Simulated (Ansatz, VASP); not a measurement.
Two plane-wave programs on Zr3MoC

```
Zr Mo C
1.0
     4.90767    0.00000    0.00000
     0.00000    4.90767    0.00000
     0.00000    0.00000    4.90767
Zr Mo C
3 1 1
Cartesian
  2.4538 0.0000 0.0000
  0.0000 2.4538 0.0000
  0.0000 0.0000 2.4538
  0.0000 0.0000 0.0000
  2.4538 2.4538 2.4538
```

Alike in both runs: functional PBE; k mesh 4 × 4 × 4; occupations gaussian, width 0.1 eV; no spin polarisation.

Ansatz relaxed the structure, and its values are those at the end. VASP's run is a single point on that final structure, the one shown.

```csv
,VASP,Ansatz
version,VASP 6.6.1,Ansatz 0.2.0
potentials or method,"VASP PAW PBE potentials, release 64 (Zr_sv, Mo_sv, C)","scalar-relativistic, plane waves, PAW"
plane-wave cutoff (eV),520,420
valence electrons in the cell,54,54
```

```csv
,VASP,Ansatz,Ansatz less VASP
gap on the k mesh at the Fermi level (eV),none,none,-
pressure (GPa),0.3,0.0,-0.24
```

A gap of «none» marks a metal or a gap that the smearing closes.
